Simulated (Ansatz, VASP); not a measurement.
# BW2 in two plane-wave programs

One calculation is typed for both programs; each brings its own data sets. How far apart do they land? The cell is taken from a series of runs on this material, whose earlier steps may have relaxed, scaled, displaced or heated it; both programs get it as it stands.

Program: Ansatz 0.2.0. Level of theory: plane waves, with VASP 6.6.1 beside it; relaxation of cell and atoms at PBEsol. Results are calculated unless marked as measured.

## Step 1: The starting structure

Symmetry: I4/mcm, No. 140, tetragonal system. The conventional cell has a = 5.540 Å, b = 5.540 Å, c = 4.747 Å, α = 90.00°, β = 90.00°, γ = 90.00°. Nearest to B lie 2 B at 2.37 Å and 8 W at 2.37 Å. Nearest to W lie 4 B at 2.37 Å. Farther neighbours are not listed.

## Step 2: Ansatz: relaxation of cell and atoms, PBEsol

Ansatz runs on its PAW soft_1 files.

The relaxed volume is the usual yardstick between codes: in a stiff, nearly cubic crystal its relative difference is about their pressure difference at one cell divided by the bulk modulus.

input.yaml

```yaml
crystal:
  lattice:
    - [-2.7698981434, 2.7698981434, 2.3735352798]
    - [2.7698981434, -2.7698981434, 2.3735352798]
    - [2.7698981434, 2.7698981434, -2.3735352798]
  atoms:
    - { symbol: B, position: [0.25, 0.25, 0.0] }
    - { symbol: B, position: [0.75, 0.75, 0.0] }
    - { symbol: W, position: [0.6702089472, 0.1702089472, 0.8404178943] }
    - { symbol: W, position: [0.1702089472, 0.3297910528, 0.5] }
    - { symbol: W, position: [0.3297910528, 0.8297910528, 0.1595821057] }
    - { symbol: W, position: [0.8297910528, 0.6702089472, 0.5] }
kpoints:
  mp_grid: { grid: [8, 8, 8] }
hamiltonian:
  xc: pbesol
  pseudopotentials: { kind: paw, azcp: { folder: soft_1 }, xc_functional: pbe }
scf:
  occupations: { method: methfessel_paxton, width: 0.2 }
output:
  forces: true
  stress: true
  eigenvalues: true
relax:
  adjacent_minimum: "off"
  f_tol: 0.001
  max_steps: 60
  cell: { stress_tol: 0.01 }
```

Command:

```
$ ansatz run input.yaml --threads 8 --pin off --max-ram 20480MiB --backend cpu --events-out ev --progress --plain --runs-dir out
```

Numbers of over 12 decimals in the logs are rounded to 6 here.

What it wrote:

```text
Engine: ansatz 0.2.0, aarch64-unknown-linux-gnu
Pseudopotentials: kind: paw
Pseudopotential: B, paw, valence charge 3, recommended cutoff 420 eV (normal), soft_1/B.paw.azcp
Pseudopotential: W, paw, valence charge 14, recommended cutoff 420 eV (normal), soft_1/W.paw.azcp
Functional definition: PBEsol
  exchange = pbesol_x
  correlation = pbesol_c
Crystal: 6 atoms, lattice volume = 72.842 Å³
Basis set: ecut = 420 eV, 1423 PW (Γ), exchange–correlation on 64×64×64 points (8 copies of the dense FFT grid, shifted against one another)
Bands: 38, of which v1, the nominal top of the filled ones, is band 31 counted from 1 (30 counted from 0)
Symmetry: 16 space group operations
Space group: I4/mcm (ITA 140), of the structure as read, at distance tolerance 4.2e-5 Å
k-points: 59 of 512
Non-local potential: B, projectors of the file, l = 0: 2, l = 1: 2, l = 2: 1
Non-local potential: W, projectors of the file, l = 0: 3, l = 1: 2, l = 2: 2, l = 3: 1
PAW form: soft (Blöchl's): semilocal exchange-correlation on the pseudo side does not see the compensation charge
PAW frozen core: B, regenerated for the run's functional, and the local potential with it (the file was generated under x = pbe(κ = 0.804, μ = 0.219515), c = pbe(β = 0.066725))
PAW frozen core: W, regenerated for the run's functional, and the local potential with it (the file was generated under x = pbe(κ = 0.804, μ = 0.219515), c = pbe(β = 0.066725))
PAW one-centre angular grid: B, 110 points (default); XC on 64 Gauss nodes
PAW one-centre angular grid: W, 590 points (default); XC on 64 Gauss nodes
Initial density: superposition of atomic densities (chi_scale 0.1, normalization cell, long waves kept (reshape's long-wave potential 0.00 eV rms))
Initial wavefunctions: pseudopotential atomic-orbital guess
Functional: x = pbesol(κ = 0.804, μ = 0.123457), c = pbesol(β = 0.046)
SCF iter   1: F=—  HF=-41339.610366 eV  |F-HF|=—  |Δ(HF+E_count)|=         —  Δρ=8.09e-2  dr2=7.34e0  ethr=3.10e-3  ⟨swp⟩=4.6  Hψ=8496  notcnv=0
preconditioner: auto → Kerker (q_TF=auto, 2.656 Å⁻¹)  [metal: Δε(μ)=0.007 eV  Ē_g=6.937 eV  σ=0.200 eV  W_gap=0.03  n_scr=18 (ndim 8)  ℏωp=23.8 eV  f_vac=0.000  D(μ)=3.85/eV (n_scr^D=34)]
SCF iter   2: F=—  HF=-41337.916606 eV  |F-HF|=—  |Δ(HF+E_count)|=    1.69e0  S|Δr|=    0.00e0  Δρ=3.93e-2  dr2=1.46e0  ethr=3.10e-3  ⟨swp⟩=2.0  Hψ=3920  notcnv=0  defer=58
SCF iter   3: F=—  HF=-41337.465465 eV  |F-HF|=—  |Δ(HF+E_count)|=   4.51e-1  S|Δr|=    0.00e0  Δρ=6.74e-3  dr2=1.80e-2  ethr=2.36e-3  ⟨swp⟩=2.1  Hψ=3436  notcnv=0  defer=58
SCF iter   4: F=—  HF=-41337.462351 eV  |F-HF|=—  |Δ(HF+E_count)|=   3.11e-3  S|Δr|=    0.00e0  Δρ=6.65e-4  dr2=2.15e-4  ethr=2.90e-5  ⟨swp⟩=2.6  Hψ=3930  notcnv=0  defer=55
SCF iter   5: F=—  HF=-41337.462310 eV  |F-HF|=—  |Δ(HF+E_count)|=   4.10e-5  S|Δr|=    0.00e0  Δρ=7.40e-5  dr2=2.71e-6  ethr=3.46e-7  ⟨swp⟩=2.0  Hψ=3045  notcnv=0  defer=55
SCF iter   6: F=—  HF=-41337.462305 eV  |F-HF|=—  |Δ(HF+E_count)|=   5.25e-6  S|Δr|=    0.00e0  Δρ=1.36e-5  dr2=1.23e-7  ethr=1.61e-10  ⟨swp⟩=9.4  Hψ=9933  notcnv=0
SCF iter   7: F=-41337.462305 eV  HF=-41337.462305 eV  |F-HF|=5.97e-10  |Δ(HF+E_count)|=   3.21e-8  S|Δr|=    0.00e0  Δρ=1.49e-6  dr2=1.28e-9  ethr=1.61e-10  ⟨swp⟩=4.0  Hψ=6672  notcnv=0
SCF 1 converged in 7 iterations: F = -41337.462305 eV  dr2 = 1.28e-9
  greatest PAW one-centre occupation: 0.999 electrons in one spin orbital (limit 2), on the W atom at site 5 (counted from 0), in its partial waves of l = 0
relax step   1: F+E_penalty+E_count = -41337.46230476 eV  Δ(F+E_penalty+E_count) = +0.000e0 eV  max|allowed force component| = 1.287e-2 eV/Å  Δτ_max = 0.0000 Å  P = -0.013 GPa  Ω = 72.842 Å³  (7 SCF iters, dr2 threshold 1.00e-7 eV, accepted)
[...]
relax step   3: F+E_penalty+E_count = -41337.46233425 eV  Δ(F+E_penalty+E_count) = -2.948e-5 eV  max|allowed force component| = 4.923e-4 eV/Å  Δτ_max = 0.0008 Å  P = -0.027 GPa  Ω = 72.843 Å³  energy of the carried Pulay correction = -6.022e-7 eV  (6 SCF iters, accepted)
[...]
relax step   4: F+E_penalty+E_count = -41337.46233965 eV  Δ(F+E_penalty+E_count) = -5.407e-6 eV  max|allowed force component| = 6.672e-5 eV/Å  Δτ_max = 0.0000 Å  P = +0.011 GPa  Ω = 72.835 Å³  energy of the carried Pulay correction = +4.390e-6 eV  (3 SCF iters, dr2 threshold 1.80e-9 eV, accepted)
[...]
relax step   5: F+E_penalty+E_count = -41337.46233829 eV  Δ(F+E_penalty+E_count) = +1.368e-6 eV  max|allowed force component| = 4.935e-6 eV/Å  Δτ_max = 0.0000 Å  P = +0.000 GPa  Ω = 72.838 Å³  energy of the carried Pulay correction = +2.944e-6 eV  (3 SCF iters, dr2 threshold 3.17e-10 eV, accepted)
[...]
relax step   6: F+E_penalty+E_count = -41337.46233760 eV  Δ(F+E_penalty+E_count) = +6.848e-7 eV  max|allowed force component| = 2.982e-6 eV/Å  Δτ_max = 0.0000 Å  P = -0.000 GPa  Ω = 72.838 Å³  stress off target by 3.34e-3 GPa  SCF on the basis re-selected at this cell (its energy is not comparable with the rows above)  (3 SCF iters)
basis re-selected at this cell: Δ(F+E_penalty+E_count) = +6.848e-7 eV, ΔP = -0.000 GPa vs the last step (what re-selecting the basis moved, of the pressure what is left beyond the Pulay correction that the steps carried, after the strain that the cell walked since its last selection, with what the two solves' SCF thresholds leave and, on support functions, any second-order correction that the steps lacked; it is no m [...]
SCF converged after 3 iterations
Stability not checked: this state was not tested for a lower state beside it, because cold or Methfessel-Paxton smearing, or corrected tetrahedra, fill the levels in a way that the test cannot read (fill_not_monotonic; see scf.lower_state_search)
Free energy (F): -41337.462338 eV
Harris-Foulkes:  -41337.462338 eV  (|F-HF|=1.46e-11)
Internal energy: -41337.457223 eV  (E = F + TS)
E sigma→0 (E₀):  -41337.461059 eV
Entropy (-TS):   -0.005114 eV (-0.852 meV/atom)
Fermi energy:    21.675715 eV
--- Per-component energies (eV) ---
  E_band       = -298.681815
  E_kinetic    = 1790.167938
  E_local      = -2278.384562  (includes V_loc(G=0)·N_el)
  E_nonlocal   = -75.953436
  E_hartree    = 967.375404
  E_xc         = -1132.353821
  E_vxc        = -1006.058226  (∫ρ·V_xc dr)
  E_paw        = -33955.276181  (= ΣΔE_a)
  E_vpaw       = -663.204952  (= ΣTr[D̂ρ^β])
  E_aug_tail   = 0.000619  (compensation charges beyond the density's cutoff)
  E_ewald      = -6653.950036
  E_core_change = 0.916853  (= ΣΔE_core)
  E_smearing   = -0.005114  (= −TS)
  E_closure    = -0.000000  (closes the sum)
  Σ components = -41337.462338   (vs F -41337.462338, Δ=0.00e0)
--- Forces (eV/Å), atoms counted from 1 ---
  atom   1  B      0.00000000     0.00000000     0.00000000
  atom   2  B      0.00000000    -0.00000000    -0.00000000
  atom   3  W      0.00000298     0.00000298    -0.00000000
  atom   4  W     -0.00000298     0.00000298     0.00000000
  atom   5  W     -0.00000298    -0.00000298     0.00000000
  atom   6  W      0.00000298    -0.00000298    -0.00000000
  max |Σ_I F_I| component: 3.47e-17 eV/Å
--- Stress (GPa, compression-positive) ---
       -0.001677       0.000000      -0.000000
        0.000000      -0.001677      -0.000000
       -0.000000       0.000000       0.003339
  P = ⅓ Tr σ = -0.0000 GPa (-0.000 kbar)
--- Band table (eV; the first three rows and the last of 59) ---
  k-point 0: bands = [... 27 lower, 18.9085, 20.0811, 20.4791, 21.6948, 22.4708, 22.4708, 23.0645, 24.1132, ... 3 higher]
  k-point 1: bands = [... 27 lower, 18.8756, 20.1937, 20.5145, 21.6595, 21.9853, 22.1653, 23.5416, 24.1613, ... 3 higher]
  k-point 2: bands = [... 27 lower, 18.6189, 20.4724, 20.8833, 21.4562, 21.4914, 21.5692, 24.0560, 24.2064, ... 3 higher]
  k-point 58: bands = [... 27 lower, 19.7386, 19.7386, 19.8139, 20.5427, 21.6719, 21.6719, 21.9071, 23.0295, ... 3 higher]
--- Relaxed structure (5 steps of the walk, 4 accepted, 1 SCFs on fresh bases) ---
  F+E_penalty+E_count = -41337.46233760 eV   max|allowed force component| = 2.982e-6 eV/Å   (the final SCF, on the basis selected at the relaxed cell)
  cell:  # Å, volume = 72.8377 Å³
    - [-2.770147, 2.770147, 2.372960]
    - [2.770147, -2.770147, 2.372960]
    - [2.770147, 2.770147, -2.372960]
  atoms:
    - { symbol: B, position: [0.250000, 0.250000, 0] }
    - { symbol: B, position: [0.75, 0.75, 0] }
    - { symbol: W, position: [0.670112, 0.170112, 0.840224] }
    - { symbol: W, position: [0.170112, 0.329888, 0.5] }
    - { symbol: W, position: [0.329888, 0.829888, 0.159776] }
    - { symbol: W, position: [0.829888, 0.670112, 0.5] }
```

## Step 3: VASP: relaxation of cell and atoms, PBEsol

The same cell, functional, mesh and smearing now go to VASP, with its own data sets.

Lines of VASP's logs that name or quote its potential files are left out, and so is its time.

INCAR

```
SYSTEM = BW2
PREC = Accurate
ENCUT = 600
EDIFF = 1E-07
NELM = 120
ISMEAR = 1
SIGMA = 0.2
LREAL = .FALSE.
ALGO = Normal
GGA = PS
NBANDS = 21
LASPH = .TRUE.
LORBIT = 11
LWAVE = .FALSE.
LCHARG = .FALSE.
ISIF = 3
IBRION = 2
NSW = 80
EDIFFG = -0.005
GGA_COMPAT = .FALSE.
NELMIN = 4
KPAR = 2
```

POSCAR

```
BW2
1.0
   -2.7698980000      2.7698980000      2.3735350000
    2.7698980000     -2.7698980000      2.3735350000
    2.7698980000      2.7698980000     -2.3735350000
B W
2 4
Direct
    0.2500001053      0.2500001053      0.0000000000
    0.7500001053      0.7500001053      0.0000000000
    0.6702089752      0.1702089752      0.8404179504
    0.1702089752      0.3297910248      0.5000000000
    0.3297910248      0.8297910248      0.1595820496
    0.8297910248      0.6702089752      0.5000000000
```

KPOINTS

```
Automatic mesh
0
Gamma
8 8 8
0 0 0
```

PAW data sets: B and W (PBE family, release 64).

Command:

```
$ mpirun -np 2 vasp_std
```

What it wrote:

```text
[banner, memory and clock lines left out]
running    2 mpi-ranks, on    1 nodes
 distrk:  each k-point on    1 cores,    2 groups
 distr:  one band on    1 cores,    1 groups

 POSCAR found type information on POSCAR B W
 POSCAR found :  2 types and       6 ions
|                                                                             |
|               ----> ADVICE to this user running VASP <----                  |
|                                                                             |
|     You enforced a specific xc type in the INCAR file but a different       |
|     [... a line on the potential file left out ...]
|     I HOPE YOU KNOW WHAT YOU ARE DOING!                                     |
|                                                                             |

 LDA part: xc-table for (Slater+PW92), standard interpolation
 POSCAR, INCAR and KPOINTS ok, starting setup
 FFT: planning ... GRIDC
 FFT: planning ... GRID_SOFT
 FFT: planning ... GRID
 WAVECAR not read
 entering main loop
       N       E                     dE             d eps       ncg     rms          rms(c)
DAV:   1     0.119370423672E+03    0.11937E+03   -0.14821E+04  2478   0.146E+03
DAV:   2    -0.606349624254E+02   -0.18001E+03   -0.16931E+03  2869   0.348E+02
DAV:   3    -0.763194836095E+02   -0.15685E+02   -0.14891E+02  3612   0.731E+01
DAV:   4    -0.767458783622E+02   -0.42639E+00   -0.41888E+00  3428   0.122E+01
DAV:   5    -0.767566132114E+02   -0.10735E-01   -0.10709E-01  3482   0.178E+00    0.520E+01
DAV:   6    -0.720759386552E+02    0.46807E+01   -0.17081E+01  3282   0.204E+01    0.234E+01
DAV:   7    -0.715109562865E+02    0.56498E+00   -0.22891E+00  3261   0.933E+00    0.664E+00
DAV:   8    -0.714438668180E+02    0.67089E-01   -0.15087E-01  3246   0.249E+00    0.430E-01
DAV:   9    -0.714401479733E+02    0.37188E-02   -0.12033E-02  3168   0.621E-01    0.143E-01
DAV:  10    -0.714399066594E+02    0.24131E-03   -0.87468E-04  3475   0.174E-01    0.363E-02
DAV:  11    -0.714399112721E+02   -0.46127E-05   -0.17856E-04  3216   0.682E-02    0.242E-02
DAV:  12    -0.714399059963E+02    0.52758E-05   -0.41743E-05  3229   0.336E-02    0.588E-03
DAV:  13    -0.714399058672E+02    0.12906E-06   -0.14325E-06  3307   0.916E-03    0.278E-03
DAV:  14    -0.714399057635E+02    0.10373E-06   -0.68260E-07  3162   0.409E-03    0.139E-03
DAV:  15    -0.714399057256E+02    0.37824E-07   -0.56478E-08  1899   0.143E-03
   1 F= -.71439906E+02 E0= -.71438291E+02  d E =-.714399E+02
[...]
2 F= -.71419869E+02 E0= -.71417981E+02  d E =0.200366E-01
[...]
3 F= -.71442928E+02 E0= -.71441247E+02  d E =-.302263E-02
[...]
4 F= -.71443314E+02 E0= -.71441493E+02  d E =-.385190E-03
 trial-energy change:   -0.000385  1 .order   -0.000386   -0.000665   -0.000107
 step:   1.0178(harm=  1.0178)  dis= 0.00159  next Energy=   -71.443325 (dE=-0.396E-03)
 bond charge predicted
       N       E                     dE             d eps       ncg     rms          rms(c)
DAV:   1    -0.714433289834E+02   -0.15371E-04   -0.19021E-03  2518   0.245E-01    0.145E-02
DAV:   2    -0.714433251375E+02    0.38460E-05   -0.26038E-05  3730   0.354E-02    0.715E-03
DAV:   3    -0.714433235769E+02    0.15606E-05   -0.40814E-06  3038   0.107E-02    0.206E-03
DAV:   4    -0.714433235162E+02    0.60711E-07   -0.49921E-07  2976   0.480E-03
   5 F= -.71443324E+02 E0= -.71441477E+02  d E =-.395162E-03
 curvature:  -0.53 expect dE=-0.408E-05 dE for cont linesearch -0.151E-08
 trial: gam= 0.00783 g(F)=  0.373E-05 g(S)=  0.403E-05 ort = 0.152E-05 (trialstep = 0.886E+00)
 search vector abs. value=  0.783E-05
 reached required accuracy - stopping structural energy minimisation
```

(Part 1 of 2 ends here.)

[Lines on the potential files, build, host, timing and source positions are cut from VASP's logs without a mark.]

[Logs are printed without paths, hosts, clocks, repeated set-up lines and the standing remarks that a program may print on its own settings, such as how far it seeks lower states.]

[Hosts, paths, dates, database ids (printed as entryN), source tags and the programs' standing remarks are cut or masked in the printed files.]
